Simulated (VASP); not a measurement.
Given:

```xyz
2
Lattice="2.9173 0.0000 0.0000 0.0000 2.9173 0.0000 0.0000 0.0000 2.9173" Properties=species:S:1:pos:R:3 pbc="T T T"
Al     1.4587     1.4587     1.4587
Ru     0.0000     0.0000     0.0000
```

Computed with LDA (Ceperley-Alder, Perdew-Zunger), VASP's LDA PAW potentials (set 64) (plane waves; VASP). Numerical set-up: 500 eV cut-off, 12×12×12 Γ-centred mesh, first-order Methfessel-Paxton smearing of 0.10 eV, potentials Al Ru_pv.

Energy and stress use the plane-wave basis of the starting cell.

### Question
The ions, cell shape and volume at an external pressure of 20.0 GPa are relaxed. What does this cell relax into?

### Answer

```xyz
2
Lattice="2.8844 0.0000 0.0000 0.0000 2.8844 0.0000 0.0000 0.0000 2.8844" Properties=species:S:1:pos:R:3 pbc="T T T"
Al     1.4422     1.4422     1.4422
Ru     0.0000     0.0000     0.0000
```
Space group Pm-3m (221), at a tolerance of 0.03 Å.

### Question
How do energy and volume change from the first to the last step?

### Answer
The energy (σ→0) changes by +38.4 meV/atom and the volume by -3.4 %, in 4 ionic steps.

The compound is RuAl in the CsCl type structure. This run relaxes it under an external pressure of 20 GPa. Symmetry was kept, so distortions that lower it aren't found. The electron count is odd and the run is not spin-polarised, which forces a metal.
